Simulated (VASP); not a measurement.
Calculation: PBEsol GGA, VASP's PBE PAW potentials (set 64) (plane waves; VASP).

A VASP calculation is set up with these files.

**POSCAR**
```
Pd(111) slab
1
    2.7396218003     0.0000000000     0.0000000000
   -1.3698113982     2.3725826268    -0.0000000000
   -0.0000000000    -0.0000000000    26.1243485240
Pd
5
Direct
  0.6666670000   0.3333330000   0.3287500000
  0.3333330000   0.6666670000   0.4143750000
  0.0000000000   0.0000000000   0.5000000000
  0.6666670000   0.3333330000   0.5856250000
  0.3333330000   0.6666670000   0.6712500000
```

File KPOINTS:
```
Automatic mesh
0
Gamma
12 12 1
0 0 0
```

**INCAR**
```
SYSTEM=Pd(111) slab
PREC=Normal; ENCUT=400; LREAL=F
LASPH=T
EDIFF=1E-5; NELM=100; NELMIN=4
ALGO=Normal; LMAXMIX=4
ISMEAR=1; SIGMA=0.1
GGA=PS
IBRION=2; NSW=50; ISIF=2
EDIFFG=-0.03
LWAVE=T; LCHARG=F
DIPOL=0.5 0.5 0.5
LDIPOL=T; IDIPOL=3
```

POTCAR, in this order: Pd (PBE.64 set). Program: vasp_std.

Task: What will the output report for the number of irreducible k-points (NKPTS), largest plane-wave count, number of space-group operations, FFT grid (NGX, NGY, NGZ)?

Result: 
```json
{
 "number of irreducible k-points (NKPTS)": "19",
 "largest_plane_wave_count": "3151",
 "number_of_space_group_operations": "12",
 "FFT grid (NGX, NGY, NGZ)": "14 × 14 × 128"
}
```

The cell is a thin slab with vacuum, built from Pd (fcc): (111) face.
